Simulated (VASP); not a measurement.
The system is LaTe.

```xyz
2
Lattice="3.8817 0.0000 0.0000 0.0000 3.8817 0.0000 0.0000 0.0000 3.8817" Properties=species:S:1:pos:R:3 pbc="T T T"
La    0.0000    0.0000    0.0000
Te    1.9408    1.9408    1.9408
```

The cell was built by a generator and needn't be a form met in nature.

* Program: VASP 6.6.1
* Task: relaxation of cell and atoms
* Functional: LDA
* Potentials or basis: VASP PAW LDA potentials, release 64 (La, Te)
* Cutoff: 600 eV
* k mesh: 4 × 4 × 4
* Occupations: gaussian, width 0.2 eV
* Spin: no spin polarisation

At the start: pressure -2.1 GPa; volume 29.24 Å³/atom.

Where does the relaxation end?

Over 3 steps the energy falls by 6.0 meV/atom and the volume is 28.34 Å³/atom (-3.1 %); space group Pm-3m (No. 221, to 0.05 Å).

The path:
| step | energy change (eV) | largest force (eV/Å) | pressure (GPa) | volume (Å³) |
| --- | --- | --- | --- | --- |
| 1 | 0.0000 | 0.0000 | -2.07 | 58.49 |
| 2 | -0.0046 | 0.0000 | 1.85 | 55.34 |
| 3 | -0.0120 | 0.0000 | 0.00 | 56.68 |

Final structure:
```xyz
2
Lattice="3.8414 0.0000 0.0000 0.0000 3.8414 0.0000 0.0000 0.0000 3.8414" Properties=species:S:1:pos:R:3 pbc="T T T"
La    0.0000    0.0000    0.0000
Te    1.9207    1.9207    1.9207
```

Caveat: the k mesh is coarse (spacing up to 0.40 Å⁻¹), so the values aren't converged.
